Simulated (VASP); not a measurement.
Computed with vdW-DF-cx, VASP's PBE PAW potentials (set 64) (plane waves; VASP).

VASP ran on this input.

File POSCAR:
```
RuAl
1
    2.9827916966     0.0000000000     0.0000000000
    0.0000000000     2.9827916966     0.0000000000
    0.0000000000     0.0000000000     2.9827916966
Al Ru
1 1
Direct
  0.5000000000   0.5000000000   0.5000000000
  0.0000000000   0.0000000000   0.0000000000
```

File KPOINTS:
```
Automatic mesh
0
Gamma
12 12 12
0 0 0
```

INCAR:
```
SYSTEM  =  RuAl
PREC  =  Accurate; ENCUT  =  520; LREAL  =  .FALSE.
LASPH  =  .TRUE.
EDIFF  =  1E-7; NELM  =  100; ALGO  =  Normal
LMAXMIX  =  4
ISMEAR  =  1; SIGMA  =  0.1
GGA  =  CX; LUSE_VDW  =  .TRUE.; AGGAC  =  0.0
ISIF  =  2
LWAVE  =  .FALSE.; LCHARG  =  .FALSE.
```

POTCAR, in this order: Al Ru_pv (PBE.64 set). Program: vasp_std.

Problem. Estimate the energy per atom (σ→0), band gap (on the k-mesh).

Solution. 
The energy per atom (σ→0) is -5.250 eV/atom. The band gap (on the k-mesh) is none (metal, semimetal or under 0.01 eV).

### OSZICAR
```
...
DAV:   7    -0.105159160069E+02    0.72331E-01   -0.28526E-01  2124   0.640E+00    0.221E+00
DAV:   8    -0.104997746065E+02    0.16141E-01   -0.16837E-02  2204   0.133E+00    0.184E-01
DAV:   9    -0.104996372355E+02    0.13737E-03   -0.25497E-04  2372   0.146E-01    0.121E-01
DAV:  10    -0.104996350630E+02    0.21724E-05   -0.26986E-05  2556   0.652E-02    0.103E-02
DAV:  11    -0.104996345015E+02    0.56152E-06   -0.17222E-06  2336   0.169E-02    0.362E-03
DAV:  12    -0.104996341136E+02    0.38796E-06   -0.12041E-07  1488   0.333E-03    0.372E-04
DAV:  13    -0.104996341449E+02   -0.31300E-07   -0.77007E-09  1080   0.818E-04
   1 F= -.10499634E+02 E0= -.10499524E+02  d E =-.331277E-03
```

The compound is RuAl in the CsCl type structure. It was relaxed first. The electron count is odd and the run is not spin-polarised, which forces a metal.
